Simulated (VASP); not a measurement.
Consider the following.

```
CELL_PARAMETERS angstrom
      0.00000     3.32117     3.32117
      3.32117     0.00000     3.32117
      3.32117     3.32117     0.00000
ATOMIC_POSITIONS crystal
  Hg 0.00000 0.00000 0.00000
  Te 0.25000 0.25000 0.25000
```

Computed with TPSS meta-GGA, VASP's PBE PAW potentials (set 64) (plane waves; VASP). Settings: 520 eV cut-off, 11×11×11 Γ-centred mesh, tetrahedra with Blöchl corrections, potentials Hg Te.

Question: Give the energies of bands 2 to 12 at the high-symmetry points, in eV from the Fermi level.

Answer: 
| band | Γ | X | U | L | W |
|---|---|---|---|---|---|
| 2 | -6.95 | -6.78 | -6.78 | -6.85 | -6.76 |
| 3 | -6.95 | -6.67 | -6.72 | -6.85 | -6.73 |
| 4 | -6.95 | -6.67 | -6.60 | -6.50 | -6.56 |
| 5 | -6.52 | -6.47 | -6.50 | -6.50 | -6.54 |
| 6 | -6.52 | -6.14 | -6.07 | -6.25 | -6.02 |
| 7 | -0.76 | -5.00 | -5.01 | -4.98 | -5.05 |
| 8 | 0.00 | -1.96 | -2.52 | -0.84 | -2.27 |
| 9 | 0.00 | -1.96 | -1.63 | -0.84 | -2.23 |
| 10 | 0.00 | 2.00 | 2.33 | 0.81 | 2.99 |
| 11 | 4.49 | 2.88 | 4.20 | 5.24 | 4.87 |
| 12 | 4.49 | 8.18 | 7.20 | 5.24 | 5.44 |

It has no gap at this level: it comes out as a metal or semimetal.

The compound is HgTe in the zinc blende structure. It was relaxed first, which changed the volume by +9 %.
